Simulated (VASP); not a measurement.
Calculation: optB86b-vdW, VASP's PBE PAW potentials (set 64) (plane waves; VASP).

A VASP calculation is set up with these files.

KPOINTS:
```
Automatic mesh
0
Gamma
13 13 13
0 0 0
```

INCAR:
```
SYSTEM = FeAl
PREC = Accurate; ENCUT = 520; LREAL = .FALSE.
LASPH = .TRUE.
EDIFF = 1E-7; NELM = 100; ALGO = Normal
LMAXMIX = 4
ISMEAR = 1; SIGMA = 0.1
GGA = MK; LUSE_VDW = .TRUE.; AGGAC = 0.0
PARAM1 = 0.1234; PARAM2 = 1.0
ISIF = 2
LWAVE = .FALSE.; LCHARG = .FALSE.
```

### POSCAR
```
FeAl
1
    2.8827940813     0.0000000000     0.0000000000
    0.0000000000     2.8827940813     0.0000000000
    0.0000000000     0.0000000000     2.8827940813
Al Fe
1 1
Direct
  0.5000000000   0.5000000000   0.5000000000
  0.0000000000   0.0000000000   0.0000000000
```

POTCAR, in this order: Al Fe (PBE.64 set). Program: vasp_std.

The resulting files:

### OSZICAR
```
       N       E                     dE             d eps       ncg     rms          rms(c)
DAV:   1     0.343521448654E+02    0.34352E+02   -0.50653E+03  1512   0.123E+03
DAV:   2    -0.975301510105E+01   -0.44105E+02   -0.42698E+02  1514   0.177E+02
DAV:   3    -0.109408883977E+02   -0.11879E+01   -0.11709E+01  1833   0.402E+01
DAV:   4    -0.109647062982E+02   -0.23818E-01   -0.23785E-01  1975   0.495E+00
DAV:   5    -0.109651332658E+02   -0.42697E-03   -0.42695E-03  1837   0.563E-01    0.134E+01
DAV:   6    -0.130162333168E+02   -0.20511E+01   -0.72583E+01  1716   0.132E+02    0.178E+01
DAV:   7    -0.916929155128E+01    0.38469E+01   -0.35772E+01  1685   0.827E+01    0.245E+00
DAV:   8    -0.914355162379E+01    0.25740E-01   -0.20077E-01  1634   0.550E+00    0.141E+00
DAV:   9    -0.913102963303E+01    0.12522E-01   -0.39713E-02  1805   0.313E+00    0.327E-01
DAV:  10    -0.913069734482E+01    0.33229E-03   -0.96684E-04  1995   0.415E-01    0.128E-01
DAV:  11    -0.913069409524E+01    0.32496E-05   -0.20938E-05  1662   0.480E-02    0.110E-02
DAV:  12    -0.913069331930E+01    0.77594E-06   -0.43846E-06  2040   0.288E-02    0.583E-03
DAV:  13    -0.913069323743E+01    0.81870E-07   -0.27888E-07   861   0.684E-03
   1 F= -.91306932E+01 E0= -.91303989E+01  d E =-.883032E-03
```

**OUTCAR**
```
------------------------ aborting loop because EDIFF is reached ----------------------------------------
  FORCE on cell =-STRESS in cart. coord.  units (eV):
  Direction    XX          YY          ZZ          XY          YZ          ZX
  --------------------------------------------------------------------------------------
  Total       -0.7700405     -0.7700405     -0.7700405     -0.0000000     -0.0000000      0.0000000
  in kB      -51.4971614    -51.4971614    -51.4971614     -0.0000000     -0.0000000      0.0000000
  external PRESSURE =     -51.4971614 kB  Pullay stress =       0.0000000 kB
  volume of cell :       23.96
      direct lattice vectors                 reciprocal lattice vectors
     2.882794081  0.000000000  0.000000000     0.346885685  0.000000000  0.000000000
     0.000000000  2.882794081  0.000000000     0.000000000  0.346885685  0.000000000
     0.000000000  0.000000000  2.882794081     0.000000000  0.000000000  0.346885685
 POSITION                                       TOTAL-FORCE (eV/Angst)
 -----------------------------------------------------------------------------------
      1.44140      1.44140      1.44140         0.000000      0.000000      0.000000
      0.00000      0.00000      0.00000         0.000000      0.000000      0.000000
 -----------------------------------------------------------------------------------
    total drift:                                0.000000      0.000000      0.000000
  FREE ENERGIE OF THE ION-ELECTRON SYSTEM (eV)
  ---------------------------------------------------
  free  energy   TOTEN  =        -9.1306932374 eV

  energy  without entropy=       -9.1298102055  energy(sigma->0) =       -9.13039889
```
(Selected blocks of OUTCAR.)

The compound is FeAl in the CsCl type structure. This cell is one point of a volume scan, at 1.03 of the reference volume. The run is not spin-polarised, so no magnetic state was tried. The electron count is odd and the run is not spin-polarised, which forces a metal.
